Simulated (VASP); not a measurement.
# BAs: relaxation of cell and atoms with PBE

Crystal: BAs.

```
B As
1.0
     0.00000    2.38850    2.38850
     2.38850    0.00000    2.38850
     2.38850    2.38850    0.00000
B As
1 1
Direct
  0.00000 0.00000 0.00000
  0.25000 0.25000 0.25000
```

* Program: VASP 6.6.1
* Task: relaxation of cell and atoms
* Functional: PBE
* Potentials or basis: VASP PAW PBE potentials, release 64 (B, As)
* Cutoff: 520 eV
* k mesh: 12 × 12 × 12
* Occupations: gaussian, width 0.02 eV
* Spin: no spin polarisation
* Further INCAR settings: ALGO = Fast; EDIFF = 1e-07; IBRION = 2; EDIFFG = -0.002; NSW = 80; ISIF = 3

```
Relaxed volume                         : 13.97 Å³/atom
Relaxed cell                           : a = 3.406 Å, b = 3.406 Å, c = 3.406 Å, α = 60.00°, β = 60.00°, γ = 60.00°
Space group after relaxing (to 0.05 Å) : F-43m (No. 216)
Energy gained by relaxing              : 3.6 meV/atom
Ionic steps                            : 3
Pressure after relaxing                : 0.0 GPa
Band gap on the k mesh                 : 1.21 eV, indirect (least direct gap 3.25 eV)
```

Step by step:
```
step  energy change (eV)  largest force (eV/Å)  pressure (GPa)  volume (Å³)
   1              0.0000                0.0000            3.43        27.25
   2             -0.0037                0.0000           -2.19        28.42
   3             -0.0071                0.0000            0.01        27.93
```

Final structure:
```xyz
2
Lattice="0.0000 2.4082 2.4082 2.4082 0.0000 2.4082 2.4082 2.4082 0.0000" Properties=species:S:1:pos:R:3 pbc="T T T"
B     0.0000    0.0000    0.0000
As    1.2041    1.2041    1.2041
```

Levels at points of the mesh, in eV from the valence-band top:
```csv
k point,band 2,band 3,band 4,band 5,band 6,band 7
"(0.00, 0.00, 0.00)",0.00,0.00,0.00,3.25,3.25,3.25
"(0.50, 0.00, 0.00)",-8.61,-1.78,-1.78,2.55,4.75,4.75
"(0.50, 0.50, 0.00)",-8.39,-3.98,-3.98,1.46,1.46,11.13
```

Run time: 18 s on 4 MPI ranks on AMD EPYC 7R13 Processor (Zen 3), with other jobs on the host, peak memory 0.14 GiB a rank.

A k mesh can miss the band edges. Zero-point motion and thermal expansion aren't in these numbers.
